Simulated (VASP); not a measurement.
```xyz
1
Lattice="0.0000 1.8572 1.8572 1.8572 0.0000 1.8572 1.8572 1.8572 0.0000" Properties=species:S:1:pos:R:3 pbc="T T T"
Rh     0.0000     0.0000     0.0000
```

These are PBE GGA, VASP's PBE PAW potentials (set 64) (plane waves; VASP) values and carry that method's errors. Run with 500 eV cut-off, 17×17×17 Γ-centred mesh, first-order Methfessel-Paxton smearing of 0.10 eV, potentials Rh_pv.

Energy and stress use the plane-wave basis of the starting cell.

### Question
The ions, cell shape and volume at an external pressure of 45.0 GPa are relaxed. Which structure does the run end with?

### Answer

```xyz
1
Lattice="0.0000 1.8362 1.8362 1.8362 0.0000 1.8362 1.8362 1.8362 0.0000" Properties=species:S:1:pos:R:3 pbc="T T T"
Rh     1.8362     1.8362     0.0000
```
Space group Fm-3m (225), at a tolerance of 0.03 Å.

### Question
How do energy and volume change from the first to the last step?

### Answer
The energy (σ→0) changes by +99.8 meV/atom and the volume by -3.4 %, in 4 ionic steps.

The compound is Rh in the fcc structure. This run relaxes it under an external pressure of 45 GPa. Symmetry was kept, so distortions that lower it aren't found.
